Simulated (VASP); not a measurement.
An input for Quantum ESPRESSO's pw.x (written as the equivalent of a VASP run, and not itself run):

```
&CONTROL
  calculation = 'vc-relax'
  pseudo_dir = './pseudo'
  outdir = './out'
  tprnfor = .true.
  tstress = .true.
  nstep = 60
  forc_conv_thr = 0.00039
/
&SYSTEM
  ibrav = 0
  nat = 2
  ntyp = 2
  ecutwfc = 68
  occupations = 'smearing'
  smearing = 'gaussian'
  degauss = 0.003675
  input_dft = 'vdw-df2-b86r'
/
&ELECTRONS
  conv_thr = 7.3e-08
  electron_maxstep = 100
/
&IONS
/
&CELL
/
ATOMIC_SPECIES
  Ca 40.078 Ca.upf
  S 32.060 S.upf
CELL_PARAMETERS angstrom
     0.0000000    2.8450000    2.8450000
     2.8450000    0.0000000    2.8450000
     2.8450000    2.8450000    0.0000000
ATOMIC_POSITIONS crystal
  Ca   0.0000000  0.0000000  0.0000000
  S    0.5000000  0.5000000  0.5000000
K_POINTS automatic
  7 7 7 0 0 0
```

Task: Write the VASP files for the same calculation (rev-vdW-DF2).

Result: One answer among several that fit: 
### INCAR
```
# general
SYSTEM   = CaS
PREC     = Accurate
ENCUT    = 520   # plane-wave cut-off (eV)
LREAL    = .FALSE.   # projection in real space or not
LASPH    = .TRUE.

# electronic loop
EDIFF    = 1E-6   # SCF stop (eV)
NELM     = 100   # most electronic steps
ALGO     = Normal   # blocked Davidson

# smearing
ISMEAR   = 0   # Gaussian
SIGMA    = 0.05

# functional
GGA      = MK
LUSE_VDW = .TRUE.
AGGAC    = 0.0
PARAM1   = 0.1234568
PARAM2   = 0.7114
ZAB_VDW  = -1.8867

# ions
IBRION   = 2   # conjugate gradients
NSW      = 60   # most ionic steps
ISIF     = 3
EDIFFG   = -0.01   # ionic stop

# output
LWAVE    = .FALSE.
LCHARG   = .FALSE.
```

### KPOINTS
```
K-points
0
G
 7 7 7
```

**POSCAR**
```
CaS
1.0
  0.0000000000   2.8450000000   2.8450000000
  2.8450000000   0.0000000000   2.8450000000
  2.8450000000   2.8450000000   0.0000000000
Ca S
1 1
Cartesian
  0.0000000000   0.0000000000   0.0000000000
  2.8450000000   2.8450000000   2.8450000000
```

POTCAR, in this order: Ca_sv S (PBE.64 set). Program: vasp_std.

Limits of the translation: the potentials are each code's own (VASP's PAW set, PseudoDojo norm-conserving files in pw.x), so ENCUT and ecutwfc are chosen apart and not converted; conv_thr bounds pw.x's estimated SCF error, while EDIFF bounds the energy change between steps; forc_conv_thr acts on force components and is met together with etot_conv_thr.

The compound is CaS in the rock salt structure. This run relaxes it. Symmetry was kept, so distortions that lower it aren't found.
